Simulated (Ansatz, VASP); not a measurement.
# HfC: VASP beside Ansatz, part 2 of 2

One calculation is typed for both programs; each brings its own data sets. How far apart do they land? The cell is taken from a series of runs on this material, whose earlier steps may have relaxed, scaled, displaced or heated it; both programs get it as it stands.

VASP 6.6.1 and Ansatz 0.2.0.

So far: The starting structure; VASP: zone-centre phonons, PBEsol, pair 1; Ansatz: zone-centre phonons, PBEsol, pair 1; Comparison.

### 5. VASP: zone-centre phonons, PBEsol, pair 2

Level of this step: PBEsol; plane waves and PAW (C, Hf_pv) (VASP).

Second derivatives magnify differences that forces hide, and they need a tight electronic threshold. The cell compared in this pair holds 23.47 Å³, against 22.98 Å³ for the pair before.

Input file INCAR:

```
SYSTEM = HfC
PREC = Accurate
ENCUT = 600
EDIFF = 1E-08
NELM = 120
ISMEAR = 1
SIGMA = 0.2
LREAL = .FALSE.
ALGO = Normal
GGA = PS
NBANDS = 13
LASPH = .TRUE.
LORBIT = 11
LWAVE = .FALSE.
LCHARG = .FALSE.
ISIF = 2
IBRION = 8
GGA_COMPAT = .FALSE.
KPAR = 2
```

Input file POSCAR:

```
HfC
1.0
    0.0000000000      2.2724467939      2.2724467939
    2.2724467939      0.0000000000      2.2724467939
    2.2724467939      2.2724467939      0.0000000000
C Hf
1 1
Direct
    0.0000000000      0.0000000000      0.0000000000
    0.5000000000      0.5000000000      0.5000000000
```

Input file KPOINTS:

```
Automatic mesh
0
Gamma
16 16 16
0 0 0
```

Potentials, in the order of the species: C and Hf_pv (PBE family, release 64).

The run is started by

```bash
mpirun -np 2 vasp_std
```

Numbers of over 12 decimals in the logs are rounded to 6 here.

Output:

```text
[banner, memory and clock lines left out]
running    2 mpi-ranks, on    1 nodes
[...]
[... a notice as in an earlier step ...]

 LDA part: xc-table for (Slater+PW92), standard interpolation
 POSCAR, INCAR and KPOINTS ok, starting setup
[...]
entering main loop
       N       E                     dE             d eps       ncg     rms          rms(c)
DAV:   1     0.255591306606E+02    0.25559E+02   -0.85816E+03  3770   0.119E+03
DAV:   2    -0.233232241330E+02   -0.48882E+02   -0.45691E+02  4754   0.224E+02
DAV:   4    -0.250086239668E+02   -0.86117E-02   -0.86098E-02  4315   0.254E+00
DAV:   5    -0.250086806698E+02   -0.56703E-04   -0.56702E-04  4580   0.189E-01    0.655E+01
[...]
DAV:  14    -0.221648950666E+02    0.12981E-07   -0.11865E-08  3000   0.913E-04    0.128E-03
DAV:  15    -0.221648950820E+02   -0.15442E-07   -0.41282E-09  2230   0.568E-04    0.105E-04
DAV:  16    -0.221648950834E+02   -0.14231E-08   -0.53888E-10  2015   0.206E-04
   1 F= -.22164895E+02 E0= -.22164601E+02  d E =-.883624E-03
[...]
RMM:   8    -0.120900098813E+00   -0.26695E-05   -0.10559E-08 16360   0.649E-04    0.362E-04
RMM:   9    -0.120899618389E+00    0.48042E-06   -0.12404E-08 16550   0.116E-04    0.160E-04
RMM:  10    -0.120899618350E+00    0.38133E-10    0.71660E-09 17308   0.246E-05    0.607E-05
 first order change of Fermi-energy   0.46532E-03
 force on displaced ion       1 direction 1 :  -9.906   0.000   0.000
 Linear response progress:
  Degree of freedom:   2/  2
       N       E                     dE             d eps       ncg     rms          rms(c)
RMM:   1    -0.214067941710E+00   -0.21407E+00    0.37893E+00 10180   0.119E+01
RMM:   2    -0.209354906988E+00    0.47130E-02   -0.30778E-02 14026   0.127E+00    0.545E-01
RMM:   3    -0.208623350299E+00    0.73156E-03   -0.90460E-04 17282   0.152E-01    0.233E-01
RMM:   4    -0.208103224126E+00    0.52013E-03   -0.78661E-05 18537   0.554E-02    0.137E-01
[...]
RMM:  12    -0.207675889246E+00   -0.17751E-07   -0.24833E-07 19583   0.136E-05    0.166E-05
RMM:  13    -0.207675891411E+00   -0.21655E-08   -0.11961E-07 17726   0.694E-06    0.143E-05
RMM:  14    -0.207675893623E+00   -0.22115E-08   -0.71492E-08 13868   0.394E-06    0.102E-05
 first order change of Fermi-energy   0.20353E-04
 force on displaced ion       2 direction 1 :  -9.900   0.000   0.000
 Linear response finished
```

Parts of OUTCAR (step 5):

```text
  Total        1.5809271      1.5809271      1.5809271      0.0000000      0.0000000     -0.0000000
  in kB      107.9223179    107.9223179    107.9223179      0.0000000      0.0000000     -0.0000000
  external PRESSURE =     107.9223179 kB  Pullay stress =       0.0000000 kB

 POSITION                                       TOTAL-FORCE (eV/Angst)
 -----------------------------------------------------------------------------------
      0.00000      0.00000      0.00000         0.000000     -0.000000     -0.000000
      2.27245      2.27245      2.27245        -0.000000      0.000000      0.000000
 -----------------------------------------------------------------------------------
    total drift:                                0.000000      0.000000      0.000000

[... 1 part as in an earlier step ...]

[... 1 further part left out ...]
```

### 6. Ansatz: zone-centre phonons, PBEsol, pair 2

The same cell, functional, mesh and smearing now go to Ansatz, which takes its cutoff from its data sets.

The cell is taken from a series of runs on this material, whose earlier steps may have relaxed, scaled, displaced or heated it; both programs get it as it stands.

Input file input.yaml:

```yaml
crystal:
  lattice:
    - [0.0, 2.2724467939, 2.2724467939]
    - [2.2724467939, 0.0, 2.2724467939]
    - [2.2724467939, 2.2724467939, 0.0]
  atoms:
    - { symbol: C, position: [0.0, 0.0, 0.0] }
    - { symbol: Hf, position: [0.5, 0.5, 0.5] }
kpoints:
  mp_grid: { grid: [16, 16, 16] }
hamiltonian:
  xc: pbesol
  pseudopotentials: { kind: paw, azcp: { folder: soft_1 }, xc_functional: pbe }
scf:
  occupations: { method: methfessel_paxton, width: 0.2 }
output:
  eigenvalues: true
phonons:
  method: dfpt
```

The run is started by

```bash
ansatz run input.yaml --threads 4 --pin off --max-ram 10240MiB --backend cpu --events-out ev --progress --plain --runs-dir out
```

Output:

```text
[...]
Crystal: 2 atoms, lattice volume = 23.470 Å³
Basis set: ecut = 420 eV, 459 PW (Γ), exchange–correlation on 48×48×48 points (8 copies of the dense FFT grid, shifted against one another)
Bands: 19, of which v1, the nominal top of the filled ones, is band 15 counted from 1 (14 counted from 0)
Symmetry: 48 space group operations
k-points: 349 of 4096 (irreducible under 8 space group operations, time reversal used)
[...]
k-point 2: bands = [... 11 lower, 9.2032, 19.0215, 19.5119, 19.5119, 21.7944, 21.7944, 22.2595, 25.1004]
  k-point 348: bands = [... 11 lower, 10.1649, 16.6917, 17.0584, 17.0584, 23.6984, 23.6984, 27.1015, 27.5093]
[...]
ASR residual: 7.569e-6 → 0.000e0 eV/Å²; symmetrization residual: 1.136e-6 eV/Å²
  ASR residual per site (eV/Å²): 3.65e-6 7.57e-6
  Γ frequencies (cm⁻¹): 0.00 0.00 0.00 491.60 491.60 491.60
[...]
[key lines of the parts left out:]
SCF converged after 11 iterations
Free energy (F): -15847.449679 eV
Fermi energy:    19.852949 eV
```

### 7. Comparison

What differs besides the data sets and the points named for the pairs above, as far as they apply: the data sets hold 30 valence electrons in Ansatz (on its PAW soft_1 files) and 14 in VASP. Total energies have different zeros and are not compared.

Compared:

```csv
quantity,Ansatz,VASP,difference
optical mode 1 to 3 (cm⁻¹),491.6,489.2,+0.48 %
```

Modes are paired by rising frequency, not by their patterns, so a pair may set unlike modes beside each other; they are those without the splitting of longitudinal modes.

### 8. Outcome

* r.m.s. difference of the optical zone-centre modes, each program's sorted by frequency (zone-centre phonons, PBEsol, pair 1): 2.4 cm⁻¹
* r.m.s. difference of the optical zone-centre modes, each program's sorted by frequency (zone-centre phonons, PBEsol, pair 2): 2.4 cm⁻¹

In words: The r.m.s. difference of the optical zone-centre modes, each program's sorted by frequency is 2.4 cm⁻¹ (zone-centre phonons, PBEsol, pair 1). The data sets hold unlike numbers of valence electrons (30 in Ansatz and 14 in VASP), so part of the differences comes from the potentials. How closely two codes agree says nothing of how well the functional describes the real material.

[Lines on the potential files, build, host, timing and source positions are cut from VASP's logs without a mark.]

[Logs are printed without paths, hosts, clocks, repeated set-up lines and the standing remarks that a program may print on its own settings, such as how far it seeks lower states.]

[Hosts, paths, dates, database ids (printed as entryN), source tags and the programs' standing remarks are cut or masked in the printed files.]
